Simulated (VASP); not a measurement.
An input for Quantum ESPRESSO's pw.x (written as the equivalent of a VASP run, and not itself run):

```
&CONTROL
  calculation = 'vc-relax'
  pseudo_dir = './pseudo'
  outdir = './out'
  tprnfor = .true.
  tstress = .true.
  nstep = 30
  forc_conv_thr = 0.00039
/
&SYSTEM
  ibrav = 0
  nat = 2
  ntyp = 1
  ecutwfc = 72
  occupations = 'smearing'
  smearing = 'methfessel-paxton'
  degauss = 0.00735
  input_dft = 'vdw-df2-b86r'
/
&ELECTRONS
  conv_thr = 7.3e-09
  electron_maxstep = 100
/
&IONS
/
&CELL
  cell_dofree = 'shape'
/
ATOMIC_SPECIES
  Y 88.906 Y.upf
CELL_PARAMETERS angstrom
     1.8276882   -3.1656490    0.0000000
     1.8276882    3.1656490    0.0000000
     0.0000000    0.0000000    5.6307326
ATOMIC_POSITIONS crystal
  Y    0.3333330  0.6666670  0.2500000
  Y    0.6666670  0.3333330  0.7500000
K_POINTS automatic
  12 12 7 0 0 0
```

**Question.** Translate this input to VASP (INCAR, KPOINTS, POSCAR, choice of POTCAR).

**Answer.** One answer among several that fit: 
**INCAR**
```
SIGMA = 0.1   # width (eV)
LUSE_VDW = T
LWAVE = F
ISMEAR = 1
LMAXMIX = 4
AGGAC = 0.0
LREAL = F
LASPH = T   # aspherical one-centre terms
PREC = Accurate
PARAM2 = 0.7114
IBRION = 2
NSW = 30
EDIFFG = -0.01
ENCUT = 520   # plane-wave cut-off (eV)
ALGO = Normal
LCHARG = F
NELM = 100   # most electronic steps
PARAM1 = 0.1234568
GGA = MK
ISIF = 4   # ions and shape, fixed volume
ZAB_VDW = -1.8867
EDIFF = 1E-7
SYSTEM = Y
```

### KPOINTS
```
Regular mesh
0
G
  12 12 7
0 0 0
```

**POSCAR**
```
Y
1.0
  1.8276881711  -3.1656490447   0.0000000000
  1.8276881711   3.1656490447   0.0000000000
  0.0000000000   0.0000000000   5.6307325992
Y
2
Direct
  0.3333330000   0.6666670000   0.2500000000
  0.6666670000   0.3333330000   0.7500000000
```

POTCAR, in this order: Y_sv (PBE.64 set). Program: vasp_std.

The two are equivalent in intent, not identical: the potentials are each code's own (VASP's PAW set, PseudoDojo norm-conserving files in pw.x), so ENCUT and ecutwfc are chosen apart and not converted; conv_thr bounds pw.x's estimated SCF error, while EDIFF bounds the energy change between steps; forc_conv_thr acts on force components and is met together with etot_conv_thr.

The compound is Y in the hcp structure. This cell is one point of a volume scan, at 1.03 of the reference volume. Symmetry was kept, so distortions that lower it aren't found.
